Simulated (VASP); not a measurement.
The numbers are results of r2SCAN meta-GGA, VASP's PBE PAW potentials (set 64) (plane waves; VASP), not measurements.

Input for VASP

### INCAR
```
! general
SYSTEM  = C
PREC    = Accurate
ENCUT   = 530
LREAL   = .False.
LASPH   = .True.

! electronic loop
EDIFF   = 1E-6
NELM    = 100
ALGO    = Normal
LMIXTAU = .True.

! smearing
ISMEAR  = 0
SIGMA   = 0.05

! functional
METAGGA = R2SCAN

! ions
IBRION  = 2
NSW     = 60
ISIF    = 3
EDIFFG  = -0.01

! output
LWAVE   = .False.
LCHARG  = .False.
```

File KPOINTS:
```
Automatic mesh
0
Gamma
11 11 11
0 0 0
```

File POSCAR:
```
C
1
    0.0000000000     1.7835000000     1.7835000000
    1.7835000000     0.0000000000     1.7835000000
    1.7835000000     1.7835000000     0.0000000000
C
2
Direct
  0.5000000000   0.5000000000   0.5000000000
  0.7500000000   0.7500000000   0.7500000000
```

POTCAR, in this order: C (PBE.64 set). Program: vasp_std.

### Question
What will the output report for the number of irreducible k-points (NKPTS), largest plane-wave count, number of space-group operations, FFT grid (NGX, NGY, NGZ)?

### Answer

| Property | Result |
|---|---|
| number of irreducible k-points (NKPTS) | 56 |
| largest plane-wave count | 331 |
| number of space-group operations | 48 |
| FFT grid (NGX, NGY, NGZ) | 20 × 20 × 20 |

The compound is C in the diamond structure. This run relaxes it. Symmetry was kept, so distortions that lower it aren't found.
